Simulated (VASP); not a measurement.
All values below come from PBEsol GGA, VASP's PBE PAW potentials (set 64) (plane waves; VASP 6.6.1).

The input files of a VASP run:

**KPOINTS**
```
Automatic mesh
0
Gamma
1 1 1
0 0 0
```

**INCAR**
```
! general
SYSTEM  = Al atom
PREC    = Normal
ENCUT   = 520
LREAL   = .FALSE.
LASPH   = .TRUE.   ! aspherical one-centre terms
ISYM    = 0

! electronic loop
EDIFF   = 1E-6   ! SCF stop (eV)
NELM    = 200   ! most electronic steps
ALGO    = All

! smearing
ISMEAR  = 0
SIGMA   = 0.01   ! width (eV)

! functional
GGA     = PS   ! PBEsol

! spin
ISPIN   = 2   ! spin-polarised
MAGMOM  = 1
NUPDOWN = 1

! output
LWAVE   = .FALSE.
LCHARG  = .FALSE.
LORBIT  = 10
```

File POSCAR:
```
Al atom
1
   12.0000000000     0.0000000000     0.0000000000
    0.0000000000    12.5000000000     0.0000000000
    0.0000000000     0.0000000000    13.0000000000
Al
1
Direct
  0.0000000000   0.0000000000   0.0000000000
```

POTCAR, in this order: Al (PBE.64 set). Program: vasp_gam. Read from the step before: WAVECAR.

The run wrote:

File OSZICAR:
```
       N       E                     dE             d eps       ncg     rms           ort
SDA:   1    -0.227722459255E+00   -0.22772E+00    0.00000E+00     6   0.305E-02   0.000E+00
CGA:   2    -0.228926479563E+00   -0.12040E-02   -0.12017E-02     6   0.263E-03   0.116E-04
CGA:   3    -0.229028368506E+00   -0.10189E-03   -0.10408E-03     6   0.407E-04  -0.176E-04
SDA:   4    -0.234643374101E+00   -0.56150E-02   -0.60195E-02     6   0.287E-01  -0.579E-03
SDA:   5    -0.269561516511E+00   -0.34918E-01   -0.13702E-01     6   0.241E-01  -0.780E-02
CGA:   6    -0.277210177199E+00   -0.76487E-02   -0.75966E-02     6   0.397E-02  -0.407E-04
CGA:   7    -0.279373628104E+00   -0.21635E-02   -0.21632E-02     6   0.731E-03  -0.572E-06
CGA:   8    -0.279701166505E+00   -0.32754E-03   -0.32748E-03     6   0.192E-03   0.146E-06
CGA:   9    -0.279786119488E+00   -0.84953E-04   -0.85004E-04     6   0.299E-04   0.232E-06
CGA:  10    -0.279798808229E+00   -0.12689E-04   -0.12643E-04     6   0.469E-05  -0.114E-06
CGA:  11    -0.279801038820E+00   -0.22306E-05   -0.22063E-05     6   0.849E-06  -0.780E-07
CGA:  12    -0.279801476944E+00   -0.43812E-06   -0.43923E-06     6   0.227E-06   0.466E-08
   1 F= -.27980148E+00 E0= -.27980148E+00  d E =-.300500E-20  mag=     1.0000
```

File OUTCAR:
```
------------------------ aborting loop because EDIFF is reached ----------------------------------------
  FORCE on cell =-STRESS in cart. coord.  units (eV):
  Direction    XX          YY          ZZ          XY          YZ          ZX
  --------------------------------------------------------------------------------------
  Total       -0.0008538     -0.0005695      0.0077299      0.0000001      0.0000063     -0.0000363
  in kB       -0.0007015     -0.0004679      0.0063511      0.0000001      0.0000052     -0.0000298
  external PRESSURE =       0.0017272 kB  Pullay stress =       0.0000000 kB
  volume of cell :     1950.00
      direct lattice vectors                 reciprocal lattice vectors
    12.000000000  0.000000000  0.000000000     0.083333333  0.000000000  0.000000000
     0.000000000 12.500000000  0.000000000     0.000000000  0.080000000  0.000000000
     0.000000000  0.000000000 13.000000000     0.000000000  0.000000000  0.076923077
 POSITION                                       TOTAL-FORCE (eV/Angst)
 -----------------------------------------------------------------------------------
      0.00000      0.00000      0.00000        -0.000000      0.000000     -0.000000
 -----------------------------------------------------------------------------------
    total drift:                               -0.000000      0.000000     -0.000000
  FREE ENERGIE OF THE ION-ELECTRON SYSTEM (eV)
  ---------------------------------------------------
  free  energy   TOTEN  =        -0.2798014769 eV

  energy  without entropy=       -0.2798014769  energy(sigma->0) =       -0.27980148

 total charge

# of ion       s       p       d       tot
------------------------------------------
    1        0.615   0.143   0.000   0.758

 magnetization (x)

# of ion       s       p       d       tot
------------------------------------------
    1       -0.003   0.143   0.000   0.140
```
(Selected blocks of OUTCAR.)

The atom may not be in its lowest state.

The cell is a free atom in a box.
